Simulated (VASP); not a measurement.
Computed with LDA (Ceperley-Alder, Perdew-Zunger), VASP's LDA PAW potentials (set 64) (plane waves; VASP 6.6.1).

A VASP calculation is set up with these files.

**POSCAR**
```
SnTe
1.0
  0.0000000000   3.1173157275   3.1173157275
  3.1173157275   0.0000000000   3.1173157275
  3.1173157275   3.1173157275   0.0000000000
Sn Te
1 1
Cart
  0.0000000000   0.0000000000   0.0000000000
  3.1173157275   3.1173157275   3.1173157275
```

File KPOINTS:
```
Automatic mesh
0
Gamma
17 17 17
0 0 0
```

**INCAR**
```
EDIFF=1E-7   # SCF stop (eV)
ISMEAR=0   # Gaussian
LASPH=T   # aspherical one-centre terms
SYSTEM=SnTe
ENCUT=400
LOPTICS=T
LMAXMIX=4
PREC=Accurate
NELM=100
LCHARG=F
SIGMA=0.01   # width (eV)
NEDOS=1001
ALGO=Normal
LWAVE=F
CSHIFT=0.1
NBANDS=42
LREAL=F   # projection in real space or not
```

POTCAR, in this order: Sn_d Te (LDA.64 set). Program: vasp_std.

The dielectric response may not be converged in the k-mesh; for small gaps it tends to come out too large.

Q: Estimate the energy per atom (σ→0).

A: 
The energy per atom (σ→0) is -4.416 eV/atom.

File OSZICAR:
```
...
DAV:   7    -0.883298181277E+01    0.53285E-02   -0.17841E-02 20160   0.367E-01    0.767E-01
DAV:   8    -0.883233326197E+01    0.64855E-03   -0.25513E-03 19392   0.210E-01    0.614E-02
DAV:   9    -0.883235059649E+01   -0.17335E-04   -0.16140E-04 16678   0.330E-02    0.612E-02
DAV:  10    -0.883235552391E+01   -0.49274E-05   -0.61319E-06 20518   0.111E-02    0.325E-02
DAV:  11    -0.883235625675E+01   -0.73284E-06   -0.86026E-07 17266   0.335E-03    0.942E-03
DAV:  12    -0.883235626493E+01   -0.81777E-08   -0.11442E-07 16936   0.182E-03
   1 F= -.88323563E+01 E0= -.88323563E+01  d E =-.805346E-20
 imaginary and real dielectric function
```

The compound is SnTe in the rock salt structure, which distorts at low temperature. It was relaxed first.
